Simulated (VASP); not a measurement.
Consider the following.

```yaml
crystal:
  lattice:
    - [0.00000, 2.97305, 2.97305]
    - [2.97305, 0.00000, 2.97305]
    - [2.97305, 2.97305, 0.00000]
  atoms:
    - { symbol: Pb, position: [0.00000, 0.00000, 0.00000] }
    - { symbol: S, position: [0.50000, 0.50000, 0.50000] }
```

The numbers are results of r2SCAN+rVV10, VASP's PBE PAW potentials (set 64) (plane waves; VASP), not measurements. Settings: 520 eV cut-off, 9×9×9 Γ-centred mesh, tetrahedra with Blöchl corrections, potentials Pb_d S.

Unless said otherwise, spin-orbit coupling is left out, though it shifts the bands of the heavy elements here.

Problem. Give the energies of bands 7 to 13 at the high-symmetry points, in eV from the valence-band maximum.

Solution. 
```csv
band,Γ,X,U,L,W
7,-6.11,-7.34,-8.16,-9.07,-8.13
8,-2.30,-5.35,-4.92,-1.90,-4.57
9,-2.30,-3.58,-3.06,-1.90,-4.57
10,-2.30,-3.58,-2.55,0.00,-1.10
11,5.53,4.11,3.60,0.60,2.46
12,5.53,5.96,4.42,2.19,4.98
13,5.53,6.05,5.40,2.19,4.98
```

The gap is direct, 0.60 eV, from the valence maximum at L to the conduction minimum at L.

Measured: gap 0.37 eV (computed value off by +0.23 eV), as given by Wikipedia, List of semiconductor materials.

The compound is PbS in the rock salt structure. It was relaxed first.
